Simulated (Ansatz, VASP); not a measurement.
**BN in two plane-wave programs**

Aim: how closely do two programs agree when they are given the same cell, functional and k mesh? The cell is taken from a series of runs on this material, whose earlier steps may have relaxed, scaled, displaced or heated it; both programs get it as it stands.

Main program and level: Ansatz 0.2.0; plane waves, with VASP 6.6.1 beside it; zone-centre phonons at LDA.

## 1. The structure

It takes space group F-43m (No. 216, cubic). Conventional cell: a = 3.580 Å, b = 3.580 Å, c = 3.580 Å, α = 90.00°, β = 90.00°, γ = 90.00°. Nearest to B lie 4 N at 1.55 Å. Nearest to N lie 4 B at 1.55 Å. Farther neighbours and most contacts between anions are not listed.

## 2. Ansatz: zone-centre phonons, LDA

Ansatz runs on its PAW soft_1 files.

Second derivatives magnify differences that forces hide, and they need a tight electronic threshold.

The input, input.yaml:

```yaml
crystal:
  lattice:
    - [0.0, 1.7899253151, 1.7899253151]
    - [1.7899253151, 0.0, 1.7899253151]
    - [1.7899253151, 1.7899253151, 0.0]
  atoms:
    - { symbol: B, position: [0.0, 0.0, 0.0] }
    - { symbol: "N", position: [0.25, 0.25, 0.25] }
total_charge: -0.017204
kpoints:
  mp_grid: { grid: [36, 36, 36] }
hamiltonian:
  xc: lda
  pseudopotentials: { kind: paw, azcp: { folder: soft_1 }, xc_functional: pbe }
scf:
  occupations: { method: fermi_dirac, width: 0.03 }
output:
  eigenvalues: true
phonons:
  method: dfpt
```

Started as:

```
> ansatz run input.yaml --threads 8 --pin off --max-ram 16384MiB --backend cpu --events-out ev --progress --plain --runs-dir out
```

Numbers of over 12 decimals in the logs are rounded to 6 here.

The program printed:

```text
zone centre: on kpoints.mp_grid the ground state, and the responses unless they are solved on pairs of k-points, stand on 3349 of the mesh's 46656 k-points, reduced under 8 symmetry operations, with k and −k counted as one. Each operation leaves every solved displacement unchanged or reverses it
Engine: ansatz 0.2.0, aarch64-unknown-linux-gnu
Pseudopotentials: kind: paw
Pseudopotential: B, paw, valence charge 3, recommended cutoff 420 eV (normal), soft_1/B.paw.azcp
Pseudopotential: N, paw, valence charge 5, recommended cutoff 420 eV (normal), soft_1/N.paw.azcp
Functional definition: SPW92
  exchange = slater_x
  correlation = pw_c
Crystal: 2 atoms, lattice volume = 11.469 Å³
Basis set: ecut = 420 eV, 229 PW (Γ), exchange–correlation on 36×36×36 points (8 copies of the dense FFT grid, shifted against one another)
Bands: 9, of which v1, the nominal top of the filled ones, is band 4 counted from 1 (3 counted from 0)
Symmetry: 24 space group operations
k-points: 3349 of 46656 (irreducible under 8 space group operations, time reversal used)
Non-local potential: B, projectors of the file, l = 0: 2, l = 1: 2, l = 2: 1
Non-local potential: N, projectors of the file, l = 0: 2, l = 1: 2, l = 2: 1
PAW form: soft (Blöchl's): semilocal exchange-correlation on the pseudo side does not see the compensation charge
PAW frozen core: B, regenerated for the run's functional, and the local potential with it (the file was generated under x = pbe(κ = 0.804, μ = 0.219515), c = pbe(β = 0.066725))
PAW frozen core: N, regenerated for the run's functional, and the local potential with it (the file was generated under x = pbe(κ = 0.804, μ = 0.219515), c = pbe(β = 0.066725))
PAW one-centre angular grid: B, 110 points (default); XC on 64 Gauss nodes
PAW one-centre angular grid: N, 110 points (default); XC on 64 Gauss nodes
Initial density: superposition of atomic densities (chi_scale 0.1, normalization cell, long waves kept (reshape's long-wave potential 0.00 eV rms))
Initial wavefunctions: pseudopotential atomic-orbital guess
Functional: x = slater, c = lda
SCF iter   1: F=—  HF=-526.943062 eV  |F-HF|=—  |Δ(HF+E_count)|=         —  Δρ=1.47e-1  dr2=1.96e0  ethr=3.10e-3  ⟨swp⟩=4.8  Hψ=183099  notcnv=0
preconditioner: auto → none  [metal: Δε(μ)=0.034 eV  Ē_g=22.266 eV  σ=0.030 eV  W_gap=0.27  n_scr=0 (ndim 8)  ℏωp=31.0 eV  f_vac=0.000  D(μ)=0.07/eV (n_scr^D=0)]
SCF iter   2: F=—  HF=-526.275415 eV  |F-HF|=—  |Δ(HF+E_count)|=   6.68e-1  Δρ=6.36e-2  dr2=2.57e-1  ethr=3.10e-3  ⟨swp⟩=2.1  Hψ=82701  notcnv=0  defer=3147
SCF iter   3: F=—  HF=-526.203934 eV  |F-HF|=—  |Δ(HF+E_count)|=   7.15e-2  Δρ=2.13e-2  dr2=3.21e-2  ethr=3.10e-3  ⟨swp⟩=3.0  Hψ=52824  notcnv=0  defer=3147
SCF iter   4: F=—  HF=-526.194625 eV  |F-HF|=—  |Δ(HF+E_count)|=   9.31e-3  Δρ=2.91e-3  dr2=3.24e-4  ethr=4.00e-4  ⟨swp⟩=3.0  Hψ=53899  notcnv=0  defer=3147
SCF iter   5: F=—  HF=-526.194610 eV  |F-HF|=—  |Δ(HF+E_count)|=   1.56e-5  Δρ=1.52e-4  dr2=1.14e-6  ethr=4.04e-6  ⟨swp⟩=2.0  Hψ=36477  notcnv=0  defer=3147
SCF iter   6: F=—  HF=-526.194610 eV  |F-HF|=—  |Δ(HF+E_count)|=   8.60e-8  Δρ=1.43e-5  dr2=5.03e-9  ethr=1.42e-8  ⟨swp⟩=2.3  Hψ=43115  notcnv=0  defer=3147
SCF iter   7: F=—  HF=-526.194610 eV  |F-HF|=—  |Δ(HF+E_count)|=  7.84e-12  Δρ=6.60e-7  dr2=2.50e-11  ethr=6.27e-11  ⟨swp⟩=2.0  Hψ=36235  notcnv=0  defer=3147
SCF iter   8: F=-526.194610 eV  HF=-526.194610 eV  |F-HF|=1.14e-13  |Δ(HF+E_count)|=  4.32e-12  Δρ=8.22e-8  dr2=2.70e-13  ethr=1.00e-12  ⟨swp⟩=9.4  Hψ=133401  notcnv=0
SCF 1 converged in 8 iterations: F = -526.194610 eV  dr2 = 2.70e-13
  greatest PAW one-centre occupation: 0.785 electrons in one spin orbital (limit 2), on the N atom at site 1 (counted from 0), in its partial waves of l = 0
DFPT response loops at Γ: preconditioner auto → Kerker (q_TF=auto, 2.570 Å⁻¹) (partly filled bands, converged f_vac=0.000); β = 1.00, the filter's whole step (`scf.mixing.beta` (0.50) is not read by the response loops under this deck's `scf.mixing.preconditioner`; to damp them name `kerker` or `kerker_dos`, under which they read `scf.mixing.beta`, and type it under 1.00, their step now; both keys bind the ground state too); Broyden in place of MSR1
SCF converged after 8 iterations
Free energy (F): -526.194610 eV
Harris-Foulkes:  -526.194610 eV  (|F-HF|=1.14e-13)
Internal energy: -526.194422 eV  (E = F + TS)
E sigma→0 (E₀):  -526.194516 eV
Entropy (-TS):   -0.000188 eV (-0.094 meV/atom)
Fermi energy:    16.275677 eV
--- Per-component energies (eV) ---
  E_band       = 27.515680
  E_kinetic    = 185.382555
  E_local      = -156.986633  (includes V_loc(G=0)·N_el)
  E_nonlocal   = 44.203860
  E_hartree    = 47.744093
  E_xc         = -93.015034
  E_vxc        = -115.493608  (∫ρ·V_xc dr)
  E_paw        = -191.746552  (= ΣΔE_a)
  E_vpaw       = -25.079599  (= ΣTr[D̂ρ^β])
  E_aug_tail   = 0.000920  (compensation charges beyond the density's cutoff)
  E_ewald      = -361.903510
  E_core_change = 0.125878  (= ΣΔE_core)
  E_smearing   = -0.000188  (= −TS)
  E_closure    = -0.000000  (closes the sum)
  E_deformation_potential = -0.368199  (in the stress; not in F)
  Σ components = -526.194610   (vs F -526.194610, Δ=0.00e0)
--- Band table (eV; the first three rows and the last of 3349) ---
  k-point 0: bands = ["-9.0361", "11.3793", "11.3793", "11.3793", "20.2062", "20.2062", "20.2062", "22.2631", "36.3539"]
  k-point 1: bands = ["-9.0167", "11.2671", "11.3567", "11.3567", "20.2395", "20.2395", "20.2426", "22.3224", "36.3158"]
  k-point 2: bands = ["-8.9587", "10.9488", "11.2926", "11.2926", "20.3366", "20.3366", "20.3403", "22.4982", "36.2062"]
  k-point 3348: bands = ["-2.8381", "3.7462", "4.1296", "4.6076", "20.9413", "24.9472", "25.8031", "26.4944", "30.8512"]
--- Phonons (Γ-DFPT): 2 representative perturbations + reference, on 3349 of 46656 k-points (Σ response iterations 6) ---
  k mesh reduced under 8 symmetry operations, with k and −k counted as one. Each operation leaves every solved displacement unchanged or reverses it
  ASR residual: 1.234e-5 → 0.000e0 eV/Å²; symmetrization residual: 8.736e-7 eV/Å²
  ASR residual per site (eV/Å²): 1.23e-5 9.80e-6
  Γ frequencies (cm⁻¹): 0.00 0.00 0.00 1060.50 1060.50 1060.50
  non-analytic LO–TO correction: not included (Born effective charges unavailable; polar crystals: no LO–TO splitting at Γ)
```

## 3. VASP: zone-centre phonons, LDA

The same cell, functional (in two slightly different forms), mesh and smearing now go to VASP, with its own data sets.

Lines of VASP's logs that name or quote its potential files are left out, and so is its time.

The input, INCAR:

```
SYSTEM = BN
PREC = Accurate
ENCUT = 600
EDIFF = 1E-08
NELM = 120
ISMEAR = -1
SIGMA = 0.03
LREAL = .FALSE.
ALGO = Normal
GGA = PW92
NELECT = 8.017204
NBANDS = 10
LORBIT = 11
LWAVE = .FALSE.
LCHARG = .FALSE.
ISIF = 2
IBRION = 8
LASPH = .TRUE.
GGA_COMPAT = .FALSE.
KPAR = 2
```

The input, POSCAR:

```
BN
1.0
    0.0000000000      1.7899253151      1.7899253151
    1.7899253151      0.0000000000      1.7899253151
    1.7899253151      1.7899253151      0.0000000000
B N
1 1
Direct
    0.0000000000      0.0000000000      0.0000000000
    0.2500000000      0.2500000000      0.2500000000
```

The input, KPOINTS:

```
Automatic mesh
0
Gamma
36 36 36
0 0 0
```

PAW data sets: B and N (LDA family, release 64).

Started as:

```
> mpirun -np 2 vasp_std
```

The program printed:

```text
[banner, memory and clock lines left out]
running    2 mpi-ranks, on    1 nodes
 distrk:  each k-point on    1 cores,    2 groups
 distr:  one band on    1 cores,    1 groups

 POSCAR found type information on POSCAR B N
 POSCAR found :  2 types and       2 ions
|                                                                             |
|               ----> ADVICE to this user running VASP <----                  |
|                                                                             |
|     You enforced a specific xc type in the INCAR file but a different       |
|     [... a line on the potential file left out ...]
|     I HOPE YOU KNOW WHAT YOU ARE DOING!                                     |
|                                                                             |

 LDA part: xc-table for (Slater(with rela. corr.)+PW92), standard interpolation
 POSCAR, INCAR and KPOINTS ok, starting setup
 FFT: planning ... GRIDC
 FFT: planning ... GRID_SOFT
 FFT: planning ... GRID
 WAVECAR not read
 entering main loop
       N       E                     dE             d eps       ncg     rms          rms(c)
DAV:   1     0.114917111061E+02    0.11492E+02   -0.55306E+03 25282   0.888E+02
DAV:   2    -0.199134981263E+02   -0.31405E+02   -0.30438E+02 29706   0.170E+02
DAV:   3    -0.204189740582E+02   -0.50548E+00   -0.50424E+00 29040   0.189E+01
DAV:   4    -0.204196105639E+02   -0.63651E-03   -0.63649E-03 27026   0.794E-01
DAV:   5    -0.204196111649E+02   -0.60095E-06   -0.59927E-06 28334   0.245E-02BRMIX: very serious problems
 the old and the new charge density differ
 old charge density:     8.00000 new    8.01720
BRMIX: very serious problems
 the old and the new charge density differ
 old charge density:     8.00000 new    8.01720
    0.667E+00
DAV:   6    -0.193757516320E+02    0.10439E+01   -0.33623E+00 25156   0.114E+01    0.316E+00
DAV:   7    -0.192566902682E+02    0.11906E+00   -0.10004E-01 27822   0.275E+00    0.179E+00
DAV:   8    -0.192241567571E+02    0.32534E-01   -0.50439E-02 28218   0.161E+00    0.190E-01
DAV:   9    -0.192240058596E+02    0.15090E-03   -0.85723E-04 27090   0.281E-01    0.820E-02
DAV:  10    -0.192239899376E+02    0.15922E-04   -0.42732E-05 28110   0.667E-02    0.139E-02
DAV:  11    -0.192239903912E+02   -0.45363E-06   -0.17148E-06 27448   0.949E-03    0.604E-03
DAV:  12    -0.192239903251E+02    0.66093E-07   -0.47420E-07 27494   0.435E-03    0.229E-04
DAV:  13    -0.192239903267E+02   -0.16603E-08   -0.78468E-09 15642   0.902E-04
   1 F= -.19223990E+02 E0= -.19223896E+02  d E =-.187801E-03
 Linear response reoptimize wavefunctions to high precision
DAV:   1    -0.192239903267E+02    0.33197E-10   -0.20501E-10 16980   0.172E-04
 Linear response DOF=           2
 Linear response progress:
  Degree of freedom:   1/  2
       N       E                     dE             d eps       ncg     rms          rms(c)
RMM:   1    -0.419835851176E-01   -0.41984E-01   -0.23814E-02327767   0.136E+00
RMM:   2    -0.366048614420E-01    0.53787E-02   -0.96515E-04195589   0.245E-01    0.149E-01
RMM:   3    -0.365388257446E-01    0.66036E-04   -0.13794E-04204532   0.794E-02    0.833E-02
RMM:   4    -0.368335167265E-01   -0.29469E-03   -0.16356E-04204264   0.903E-02    0.760E-03
RMM:   5    -0.368230235252E-01    0.10493E-04   -0.58570E-06209487   0.728E-03    0.111E-03
RMM:   6    -0.368204081099E-01    0.26154E-05   -0.38371E-07210344   0.517E-04    0.418E-04
RMM:   7    -0.368181225959E-01    0.22855E-05    0.40125E-08212894   0.388E-04    0.440E-05
RMM:   8    -0.368182060757E-01   -0.83480E-07   -0.12896E-08214821   0.284E-05    0.104E-05
RMM:   9    -0.368181513268E-01    0.54749E-07   -0.12865E-08218438   0.121E-05    0.842E-07
RMM:  10    -0.368181515679E-01   -0.24114E-09   -0.20471E-08145463   0.487E-06    0.345E-07
 first order change of Fermi-energy   0.67889E-05
 force on displaced ion       1 direction 1 : -25.430   0.000   0.000
 Linear response progress:
  Degree of freedom:   2/  2
       N       E                     dE             d eps       ncg     rms          rms(c)
RMM:   1    -0.230393607788E+00   -0.23039E+00    0.10222E-01258978   0.333E+00
RMM:   2    -0.224136034288E+00    0.62576E-02   -0.20057E-03195835   0.444E-01    0.232E-01
RMM:   3    -0.225125370961E+00   -0.98934E-03   -0.39767E-04190359   0.161E-01    0.125E-01
RMM:   4    -0.227177684662E+00   -0.20523E-02   -0.37682E-04184392   0.157E-01    0.232E-02
RMM:   5    -0.227238383185E+00   -0.60699E-04   -0.55978E-06211500   0.232E-02    0.877E-04
RMM:   6    -0.227246882890E+00   -0.84997E-05    0.99662E-08208675   0.116E-03    0.403E-04
RMM:   7    -0.227244939531E+00    0.19434E-05    0.91820E-08213786   0.379E-04    0.467E-05
RMM:   8    -0.227244754541E+00    0.18499E-06    0.56836E-08213942   0.274E-05    0.199E-05
RMM:   9    -0.227244688831E+00    0.65710E-07    0.54042E-08220257   0.229E-05    0.919E-07
RMM:  10    -0.227244688679E+00    0.15284E-09    0.56773E-08165170   0.928E-06    0.360E-07
 first order change of Fermi-energy   0.15124E-04
 force on displaced ion       2 direction 1 : -25.422   0.000   0.000
 Linear response finished
```

From OUTCAR (step 3):

```text
NELECT = 8.017204

 ion  position               nearest neighbor table
   1  0.000  0.000  0.000-   2 1.55   2 1.55   2 1.55   2 1.55
   2  0.250  0.250  0.250-   1 1.55   1 1.55   1 1.55   1 1.55

  LATTYP: Found a face centered cubic cell.
 ALAT       =     3.5798506302

 Subroutine GETGRP returns: Found 24 space group operations
 (whereof 24 operations were pure point group operations)

The static configuration has the point symmetry T_d .

 Found   1240 irreducible k-points:

   k-points           NKPTS =   1240   k-points in BZ     NKDIM =   1240   number of bands    NBANDS=     10

   dimension x,y,z NGX =    20 NGY =   20 NGZ =   20
   dimension x,y,z NGXF=    40 NGYF=   40 NGZF=   40

   ENCUT  =  600.0 eV  44.10 Ry    6.64 a.u.   5.06  5.06  5.06*2*pi/ulx,y,z

 k-points in reciprocal lattice and weights: Automatic mesh
   0.00000000  0.00000000  0.00000000       0.000
   0.02777778  0.00000000  0.00000000       0.000
   0.05555556  0.00000000  0.00000000       0.000
   0.08333333  0.00000000  0.00000000       0.000
   0.11111111  0.00000000  0.00000000       0.000
   0.13888889  0.00000000  0.00000000       0.000
   0.16666667  0.00000000  0.00000000       0.000
   0.19444444  0.00000000  0.00000000       0.000
   0.22222222  0.00000000  0.00000000       0.000
[...]
-0.27777778  0.50000000  0.22222222       0.000
  -0.25000000  0.50000000  0.25000000       0.000

 average (electrostatic) potential at core
       1 -29.1750       2 -59.7794

  Total        0.2729120      0.2729120      0.2729120      0.0000000      0.0000000      0.0000000
  in kB       38.1240090     38.1240090     38.1240090      0.0000000      0.0000000      0.0000000
  external PRESSURE =      38.1240090 kB  Pullay stress =       0.0000000 kB

  energy-cutoff  :      600.00
  volume of cell :       11.47
      direct lattice vectors                 reciprocal lattice vectors
     0.000000000  1.789925315  1.789925315    -0.279341264  0.279341264  0.279341264
     1.789925315  0.000000000  1.789925315     0.279341264 -0.279341264  0.279341264
     1.789925315  1.789925315  0.000000000     0.279341264  0.279341264 -0.279341264

 POSITION                                       TOTAL-FORCE (eV/Angst)
 -----------------------------------------------------------------------------------
      0.00000      0.00000      0.00000         0.000000      0.000000      0.000000
      0.89496      0.89496      0.89496        -0.000000     -0.000000     -0.000000
 -----------------------------------------------------------------------------------
    total drift:                               -0.000000     -0.000000     -0.000000

 Eigenvectors and eigenvalues of the dynamical matrix
 ----------------------------------------------------

   1 f  =   31.916426 THz   200.536819 2PiTHz 1064.617375 cm-1   131.995672 meV
             X         Y         Z           dx          dy          dz
      0.000000  0.000000  0.000000     0.532465    0.529944    0.000000
      0.894963  0.894963  0.894963    -0.467819   -0.465604    0.000000

   2 f  =   31.916426 THz   200.536819 2PiTHz 1064.617375 cm-1   131.995672 meV
             X         Y         Z           dx          dy          dz
      0.000000  0.000000  0.000000    -0.529944    0.532465    0.000000
      0.894963  0.894963  0.894963     0.465604   -0.467819    0.000000

   3 f  =   31.916426 THz   200.536819 2PiTHz 1064.617375 cm-1   131.995672 meV
             X         Y         Z           dx          dy          dz
      0.000000  0.000000  0.000000     0.000000    0.000000    0.751238
      0.894963  0.894963  0.894963     0.000000    0.000000   -0.660031

   4 f/i=    0.002424 THz     0.015229 2PiTHz    0.080850 cm-1     0.010024 meV
             X         Y         Z           dx          dy          dz
      0.000000  0.000000  0.000000     0.266521    0.603828    0.000000
      0.894963  0.894963  0.894963     0.303350    0.687268    0.000000

   5 f/i=    0.002424 THz     0.015229 2PiTHz    0.080850 cm-1     0.010024 meV
             X         Y         Z           dx          dy          dz
      0.000000  0.000000  0.000000     0.000000    0.000000   -0.660031
      0.894963  0.894963  0.894963     0.000000    0.000000   -0.751238

   6 f/i=    0.002424 THz     0.015229 2PiTHz    0.080850 cm-1     0.010024 meV
             X         Y         Z           dx          dy          dz
      0.000000  0.000000  0.000000    -0.603828    0.266521    0.000000
      0.894963  0.894963  0.894963    -0.687268    0.303350    0.000000

 ELASTIC MODULI CONTR FROM IONIC RELAXATION (kBar)
 Direction    XX          YY          ZZ          XY          YZ          ZX
 --------------------------------------------------------------------------------
 XX          -0.0000     -0.0000     -0.0000      0.0000     -0.0000     -0.0000
 YY          -0.0000     -0.0000     -0.0000      0.0000      0.0000      0.0000
 ZZ          -0.0000     -0.0000     -0.0000     -0.0000      0.0000     -0.0000
 XY           0.0000      0.0000     -0.0000    -48.3981      0.0000     -0.0000
 YZ          -0.0000      0.0000      0.0000      0.0000    -48.3981     -0.0000
 ZX          -0.0000      0.0000     -0.0000     -0.0000     -0.0000    -48.3981
 --------------------------------------------------------------------------------
```

The cell is charged against a uniform background.

## 4. Comparison

Known differences besides the potentials themselves: the cutoff is 420 eV in Ansatz and 600 eV in VASP; VASP's log shows a relativistic correction to its local exchange, Ansatz's none. Total energies have different zeros and are not compared.

The two programs side by side:

```
                  quantity  Ansatz    VASP  difference
optical mode 1 to 3 (cm⁻¹)  1060.5  1064.6     -0.39 %
```

Modes are paired by rising frequency, not by their patterns, so a pair may set unlike modes beside each other; they are those without the splitting of longitudinal modes. The cell carries a charge of -0.017204 e against a uniform background, so its pressure also hangs on how the neutralising background is counted, and in a defect's cell a gap may be the spacing between its levels.

## 5. Summary of results

* r.m.s. difference of the optical zone-centre modes, each program's sorted by frequency (zone-centre phonons, LDA): 4.1 cm⁻¹

**Reading.** The r.m.s. difference of the optical zone-centre modes, each program's sorted by frequency is 4.1 cm⁻¹ (zone-centre phonons, LDA). How closely two codes agree says nothing of how well the functional describes the real material.

[Lines on the potential files, build, host, timing and source positions are cut from VASP's logs without a mark.]

[Logs are printed without paths, hosts, clocks, repeated set-up lines and the standing remarks that a program may print on its own settings, such as how far it seeks lower states.]

[Hosts, paths, dates, database ids (printed as entryN), source tags and the programs' standing remarks are cut or masked in the printed files.]
